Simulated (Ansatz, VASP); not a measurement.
# InAs in two plane-wave programs, part 3 of 3

Wanted: the spread between two codes on one cell, functional and k mesh. The structure shown is the end of the Ansatz relaxation below.

VASP 6.6.1 and Ansatz 0.2.0.

So far: Starting point; Ansatz: relaxation, LDA; VASP: single point, LDA.

## (3) VASP: single point, LDA (continued)

Level of this step: LDA; plane waves and PAW (As, In_d) (VASP).

Numbers of over 12 decimals in the logs are rounded to 6 here.

Parts of OUTCAR (step 3):

```text
ion  position               nearest neighbor table
   1  0.750  0.750  0.750-   2 2.63   2 2.63   2 2.63   2 2.63
   2  0.000  0.000  0.000-   1 2.63   1 2.63   1 2.63   1 2.63

  LATTYP: Found a trigonal (rhomboedric) cell.
 ALAT       =     4.2884811896
 COS(alpha) =     0.4997836574

 Subroutine GETGRP returns: Found  6 space group operations
 (whereof  6 operations were pure point group operations)

The static configuration has the point symmetry C_3v.

   k-points           NKPTS =   1728   k-points in BZ     NKDIM =   1728   number of bands    NBANDS=     15

   dimension x,y,z NGX =    32 NGY =   32 NGZ =   32
   dimension x,y,z NGXF=    64 NGYF=   64 NGZF=   64

   ENCUT  =  500.0 eV  36.75 Ry    6.06 a.u.   7.82  7.82  7.82*2*pi/ulx,y,z

   NELECT =      18.0000    total number of electrons

 k-points in reciprocal lattice and weights: Points of the shifted mesh
   0.04166667  0.04166667  0.04166667       0.001
   0.04166667  0.04166667  0.12500000       0.001
   0.04166667  0.04166667  0.20833333       0.001
   0.04166667  0.04166667  0.29166667       0.001
   0.04166667  0.04166667  0.37500000       0.001
   0.04166667  0.04166667  0.45833333       0.001
   0.04166667  0.04166667  0.54166667       0.001
   0.04166667  0.04166667  0.62500000       0.001
   0.04166667  0.04166667  0.70833333       0.001
[...]
0.95833333  0.95833333  0.87500000       0.001
   0.95833333  0.95833333  0.95833333       0.001

 average (electrostatic) potential at core
       1 -53.2035       2 -96.1930

 E-fermi :   4.3873

 k-point     1 :       0.0417    0.0417    0.0417
  band No.  band energies     occupation
    ...
      5      -9.9686      2.00000
      6      -7.5943      2.00000
      7       3.4296      2.00000
      8       4.2182      2.00000
      9       4.2182      2.00000
     10       4.5563      0.00000
     11       8.0607      0.00000
     12       8.0970      0.00000
     13       8.0970      0.00000
     14      11.6117      0.00000
    ...

 k-point     2 :       0.0417    0.0417    0.1250
  band No.  band energies     occupation
    ...
      5      -9.9679      2.00000
      6      -7.4991      2.00000
      7       2.5820      2.00000
      8       3.9559      2.00000
      9       4.1701      2.00000
     10       5.1538      0.00000
     11       8.0105      0.00000
     12       8.1839      0.00000
     13       8.4505      0.00000
     14      12.1518      0.00000
    ...

 k-point     3 :       0.0417    0.0417    0.2083
  band No.  band energies     occupation
    ...
      5      -9.9670      2.00000
      6      -7.2715      2.00000
      7       1.4293      2.00000
      8       3.6567      2.00000
      9       3.9704      2.00000
     10       5.4848      0.00000
     11       8.3311      0.00000
     12       8.4613      0.00000
     13       8.8836      0.00000
     14      12.4640      0.00000
    ...

  Total       -0.3461542     -0.3461542     -0.3461542      0.0003200      0.0003200      0.0003200
  in kB       -9.9413140     -9.9413140     -9.9413140      0.0091890      0.0091890      0.0091890
  external PRESSURE =      -9.9413140 kB  Pullay stress =       0.0000000 kB

  energy-cutoff  :      500.00
  volume of cell :       55.79
      direct lattice vectors                 reciprocal lattice vectors
    -0.000656005  3.032414095  3.032414095    -0.164831638  0.164867303  0.164867303
     3.032414095 -0.000656005  3.032414095     0.164867303 -0.164831638  0.164867303
     3.032414095  3.032414095 -0.000656005     0.164867303  0.164867303 -0.164831638

 POSITION                                       TOTAL-FORCE (eV/Angst)
 -----------------------------------------------------------------------------------
      4.54792      4.54792      4.54792         0.000173      0.000173      0.000173
      0.00021      0.00021      0.00021        -0.000173     -0.000173     -0.000173
 -----------------------------------------------------------------------------------
    total drift:                                0.000014      0.000014      0.000014

  FREE ENERGIE OF THE ION-ELECTRON SYSTEM (eV)
  ---------------------------------------------------
  free  energy   TOTEN  =        -9.0274942941 eV

  energy  without entropy=       -9.0274942941  energy(sigma->0) =       -9.02749429

 total charge
# of ion       s       p       d       tot
------------------------------------------
    1        1.230   1.556   0.022   2.809
    2        0.865   0.735   9.884  11.483
--------------------------------------------------
tot          2.095   2.291   9.905  14.292

[... 3 further parts left out ...]
```

The run ends at a pressure of -0.99 GPa, with forces up to 3.0e-4 eV/Å.

## (4) Comparison

Known differences besides the potentials themselves: the two LDA forms differ slightly; the data sets hold 28 valence electrons in Ansatz (on its PAW soft_1 files) and 18 in VASP; the cutoff is 420 eV in Ansatz and 500 eV in VASP; VASP's log shows a relativistic correction to its local exchange, Ansatz's none; Ansatz's pressure holds a Pulay correction, VASP's none. Total energies have different zeros and are not compared.

Both answers:

```
              quantity  Ansatz   VASP  difference
        pressure (GPa)   -1.13  -0.99       -0.14
gap on the k mesh (eV)   0.323  0.338      -0.015
```

A gap on the mesh is an upper bound, since the band edges may lie between its points.

## (5) Summary of results

```
difference in gap on the k mesh (single point, LDA) : -0.015 eV
```

The difference in gap on the k mesh is -0.015 eV (single point, LDA), within the 0.08 eV picked in this series as the mark of a large difference. The data sets hold unlike numbers of valence electrons (28 in Ansatz and 18 in VASP), so part of the differences comes from the potentials. Such differences can come from data sets, numerical settings and the points named under the comparisons, not from the functional's error against experiment.

[Lines on the potential files, build, host, timing and source positions are cut from VASP's logs without a mark.]

[Logs are printed without paths, hosts, clocks, repeated set-up lines and the standing remarks that a program may print on its own settings, such as how far it seeks lower states.]

[Hosts, paths, dates, database ids (printed as entryN), source tags and the programs' standing remarks are cut or masked in the printed files.]
